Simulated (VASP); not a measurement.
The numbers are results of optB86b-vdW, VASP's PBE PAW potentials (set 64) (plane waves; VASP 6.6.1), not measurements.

VASP input:

File KPOINTS:
```
Automatic mesh
0
Gamma
7 7 7
0 0 0
```

### INCAR
```
EDIFF = 1E-6   ! SCF stop (eV)
SYSTEM = CdSe
GGA = MK
ISMEAR = 0   ! Gaussian
LASPH = .TRUE.   ! aspherical one-centre terms
PARAM1 = 0.1234
LWAVE = .FALSE.
ENCUT = 520   ! plane-wave cut-off (eV)
LCHARG = .FALSE.
NELM = 100   ! most electronic steps
AGGAC = 0.0
IBRION = 2   ! conjugate gradients
LUSE_VDW = .TRUE.
LREAL = .FALSE.
PARAM2 = 1.0
NSW = 60
SIGMA = 0.05
EDIFFG = -0.01
LMAXMIX = 4
ALGO = Normal   ! blocked Davidson
ISIF = 3
PREC = Accurate
```

POSCAR:
```
CdSe
1.0
  0.0000000000   3.0744098281   3.0744098281
  3.0744098281   0.0000000000   3.0744098281
  3.0744098281   3.0744098281   0.0000000000
Cd Se
1 1
Cartesian
  0.0000000000   0.0000000000   0.0000000000
  1.5372049140   1.5372049140   1.5372049140
```

POTCAR, in this order: Cd Se (PBE.64 set). Program: vasp_std.

What VASP printed:

**OUTCAR**
```
 ion  position               nearest neighbor table
   1  0.000  0.000  0.000-   2 2.66   2 2.66   2 2.66   2 2.66
   2  0.250  0.250  0.250-   1 2.66   1 2.66   1 2.66   1 2.66
  LATTYP: Found a face centered cubic cell.
 ALAT       =     6.1488196562
 Subroutine PRICEL returns:
 Original cell was already a primitive cell.
 Subroutine GETGRP returns: Found 24 space group operations
The static configuration has the point symmetry T_d .
The dynamic configuration has the point symmetry T_d .
 Subroutine INISYM returns: Found 24 space group operations
 Subroutine IBZKPT returns following result:
 Found     20 irreducible k-points:

 Following reciprocal coordinates:
            Coordinates               Weight
  0.000000  0.000000  0.000000      1.000000
  0.142857  0.000000  0.000000      8.000000
  0.285714  0.000000  0.000000      8.000000
  0.428571  0.000000  0.000000      8.000000
  0.142857  0.142857  0.000000      6.000000
  0.285714  0.142857  0.000000     24.000000
  0.428571  0.142857  0.000000     24.000000
 -0.428571  0.142857  0.000000     24.000000
 -0.285714  0.142857  0.000000     24.000000
 -0.142857  0.142857  0.000000     12.000000
  0.285714  0.285714  0.000000      6.000000
  0.428571  0.285714  0.000000     24.000000
 -0.428571  0.285714  0.000000     24.000000
 -0.285714  0.285714  0.000000     12.000000
  0.428571  0.428571  0.000000      6.000000
 -0.428571  0.428571  0.000000     12.000000
  0.428571  0.285714  0.142857     24.000000
 -0.428571  0.285714  0.142857     48.000000
 -0.428571  0.428571  0.142857     24.000000
 -0.285714  0.428571  0.142857     24.000000
   k-points           NKPTS =     20   k-points in BZ     NKDIM =     20   number of bands    NBANDS=     13
   number of dos      NEDOS =    301   number of ions     NIONS =      2
   total plane-waves  NPLWV =  32768
   dimension x,y,z NGX =    32 NGY =   32 NGZ =   32
...
```

File OSZICAR:
```
       N       E                     dE             d eps       ncg     rms          rms(c)
DAV:   1     0.108822787066E+03    0.10882E+03   -0.89632E+03   536   0.123E+03
DAV:   2     0.350295251900E+01   -0.10532E+03   -0.10063E+03   580   0.286E+02
DAV:   3    -0.104213303429E+01   -0.45451E+01   -0.45338E+01   615   0.603E+01
DAV:   4    -0.106476185364E+01   -0.22629E-01   -0.22627E-01   545   0.439E+00
DAV:   5    -0.106490466198E+01   -0.14281E-03   -0.14281E-03   640   0.322E-01    0.585E+00
DAV:   6    -0.701232484363E+00    0.36367E+00   -0.71452E-01   685   0.110E+01    0.463E+00
DAV:   7    -0.682573523618E+00    0.18659E-01   -0.15242E-01   560   0.299E+00    0.208E+00
DAV:   8    -0.683051087597E+00   -0.47756E-03   -0.13371E-02   525   0.172E+00    0.227E-01
DAV:   9    -0.683100316297E+00   -0.49229E-04   -0.18742E-03   615   0.641E-01    0.465E-02
DAV:  10    -0.683142529647E+00   -0.42213E-04   -0.20442E-04   545   0.212E-01    0.426E-02
DAV:  11    -0.683170822890E+00   -0.28293E-04   -0.55827E-05   520   0.680E-02    0.144E-02
DAV:  12    -0.683169724203E+00    0.10987E-05   -0.65710E-06   565   0.370E-02    0.430E-03
DAV:  13    -0.683169900967E+00   -0.17676E-06   -0.11766E-06   477   0.920E-03
   1 F= -.68316990E+00 E0= -.68316990E+00  d E =-.683170E+00
```

OUTCAR:
```
------------------------ aborting loop because EDIFF is reached ----------------------------------------
  FORCE on cell =-STRESS in cart. coord.  units (eV):
  Direction    XX          YY          ZZ          XY          YZ          ZX
  --------------------------------------------------------------------------------------
  Total        0.0040091      0.0040091      0.0040091     -0.0000000     -0.0000000     -0.0000000
  in kB        0.1105192      0.1105192      0.1105192     -0.0000000     -0.0000000     -0.0000000
  external PRESSURE =       0.1105192 kB  Pullay stress =       0.0000000 kB
  volume of cell :       58.12
      direct lattice vectors                 reciprocal lattice vectors
     0.000000000  3.074409828  3.074409828    -0.162632839  0.162632839  0.162632839
     3.074409828  0.000000000  3.074409828     0.162632839 -0.162632839  0.162632839
     3.074409828  3.074409828  0.000000000     0.162632839  0.162632839 -0.162632839
  FREE ENERGIE OF THE ION-ELECTRON SYSTEM (eV)
  ---------------------------------------------------
  free  energy   TOTEN  =        -0.6831699010 eV

  energy  without entropy=       -0.6831699010  energy(sigma->0) =       -0.68316990

 reached required accuracy - stopping structural energy minimisation
```
(Selected blocks of OUTCAR.)

**OUTCAR**
```
 val. band max:        0.5940753554   @ k =   0.0000   0.0000   0.0000

 cond. band min:       1.0245409833   @ k =   0.0000   0.0000   0.0000


 Fermi energy:         0.8107700298

 k-point     1 :       0.0000    0.0000    0.0000
  band No.  band energies     occupation
      1     -11.8428      2.00000
      2      -7.2534      2.00000
      3      -7.2534      2.00000
      4      -7.2534      2.00000
      5      -6.9168      2.00000
      6      -6.9168      2.00000
      7       0.5941      2.00000
      8       0.5941      2.00000
      9       0.5941      2.00000
     10       1.0245      0.00000
     11       6.4792      0.00000
     12       6.4792      0.00000
     13       6.4792      0.00000

 k-point     2 :       0.1429    0.0000    0.0000
  band No.  band energies     occupation
      1     -11.7784      2.00000
      2      -7.2334      2.00000
      3      -7.2334      2.00000
      4      -7.1936      2.00000
      5      -6.9177      2.00000
      6      -6.9177      2.00000
      7      -0.8320      2.00000
      8       0.4435      2.00000
      9       0.4435      2.00000
     10       2.1928      0.00000
     11       6.2293      0.00000
     12       6.7215      0.00000
     13       6.7215      0.00000

 k-point     3 :       0.2857    0.0000    0.0000
  band No.  band energies     occupation
      1     -11.6316      2.00000
      2      -7.1942      2.00000
      3      -7.1942      2.00000
      4      -6.9918      2.00000
      5      -6.9122      2.00000
      6      -6.9122      2.00000
      7      -2.3868      2.00000
      8       0.1386      2.00000
      9       0.1386      2.00000
     10       2.8228      0.00000
     11       6.6604      0.00000
     12       7.0142      0.00000
     13       7.0142      0.00000

 k-point     4 :       0.4286    0.0000    0.0000
  band No.  band energies     occupation
      1     -11.5127      2.00000
      2      -7.1707      2.00000
      3      -7.1707      2.00000
...
```

The compound is CdSe in the zinc blende structure, whereas wurtzite is the usual form. It was relaxed first. The start is the result of an earlier pass.
